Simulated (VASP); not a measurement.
Here is the system:

```
CELL_PARAMETERS angstrom
      0.00000     2.45218     2.45218
      2.45218     0.00000     2.45218
      2.45218     2.45218     0.00000
ATOMIC_POSITIONS crystal
  Y  0.00000 0.00000 0.00000
  N  0.50000 0.50000 0.50000
```

These are modified Becke-Johnson potential (mBJ), VASP's PBE PAW potentials (set 64) (plane waves; VASP 6.6.1) values and carry that method's errors. Numerical set-up: 500 eV cut-off, 8×8×8 Γ-centred mesh, Gaussian smearing of 0.050 eV, potentials Y_sv N.

mBJ is a potential without an energy functional, so only the levels count.

Question: What does the run give for the band gap (over mesh and band path) with the smallest direct gap where there is one?

Answer: 
```json
{
  "band gap (over mesh and band path)": "1.13 eV",
  "smallest direct gap (over mesh and band path)": "1.49 eV"
}
```

Total energies compare only between runs with the same potentials, cut-off and functional.

The structure comes from a computed database's YN entry (Fm-3m); how it stands against other phases isn't given here. It was relaxed first. The cell's shape comes from a PBE relaxation.
